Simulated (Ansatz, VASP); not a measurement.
## Two plane-wave programs on Au3C

Contents of INCAR:

```
PREC = Accurate
ENCUT = 520
EDIFF = 1E-6
ISMEAR = 0
SIGMA = 0.1
LREAL = False
LASPH = True
NELM = 60
ALGO = Fast
ISIF = 2
LWAVE = False
LCHARG = False
LDIPOL = True
IDIPOL = 3
DIPOL = 0.5 0.5 0.344
GGA = PE
NBANDS = 26
```

KPOINTS

```
regular mesh
0
Gamma
  9 9 1
```

File POSCAR:

```
Au3C
1.0
    2.9402049748      0.0000000000      0.0000000000
   -1.4701024874      2.5462922005      0.0000000000
    0.0000000000      0.0000000000     21.8974947720
Au C
3 1
Direct
    0.6666666667      0.3333333333      0.1826692981
    0.3333333333      0.6666666667      0.2945190844
    0.0000000000      0.0000000000      0.4063247812
    0.2222222222     -0.2222222222      0.4935493710
```

Input for Ansatz:

```yaml
crystal:
  lattice:
    - [2.9402049748, 0.0, 0.0]
    - [-1.4701024874, 2.5462922005, 0.0]
    - [0.0, 0.0, 21.897494772]
  atoms:
    - { symbol: Au, position: [0.6666666667, 0.3333333333, 0.1826692981] }
    - { symbol: Au, position: [0.3333333333, 0.6666666667, 0.2945190844] }
    - { symbol: Au, position: [0.0, 0.0, 0.4063247812] }
    - { symbol: C, position: [0.2222222222, -0.2222222222, 0.493549371] }
basis:
  ecutwfc: 420
kpoints:
  mp_grid: { grid: [9, 9, 1] }
hamiltonian:
  xc: pbe
scf:
  occupations: { method: gaussian, width: 0.1 }
output:
  forces: true
  eigenvalues: true
efield:
  axis: 3
  dipole_correction: true
  ramp_width: 0.04
```

Alike in both runs: task single point; functional PBE; k mesh 9 × 9 × 1; occupations gaussian, width 0.1 eV; no spin polarisation.

|  | VASP | Ansatz |
| --- | --- | --- |
| version | VASP 6.6.1 | Ansatz 0.2.0 |
| potentials or method | VASP PAW PBE potentials, release 64 (Au, C) | scalar-relativistic, plane waves, PAW |
| plane-wave cutoff (eV) | 520 | 420 |
| valence electrons in the cell | 37 | 61 |

|  | VASP | Ansatz | Ansatz less VASP |
| --- | --- | --- | --- |
| gap on the k mesh at the Fermi level (eV) | none | none | - |
| rms of the force components (eV/Å) | 0.519 | 0.523 | +0.0043 |
| work function, face that differs most (eV) | 6.20 | 6.33 | +0.132 |

Atom by atom the forces differ by 0.005 eV/Å (rms over components). A gap of «none» marks a metal or a gap that the smearing closes. The two sets of potentials don't hold the same shells in valence.

Spin-orbit coupling is left out, which matters for the levels of Au.
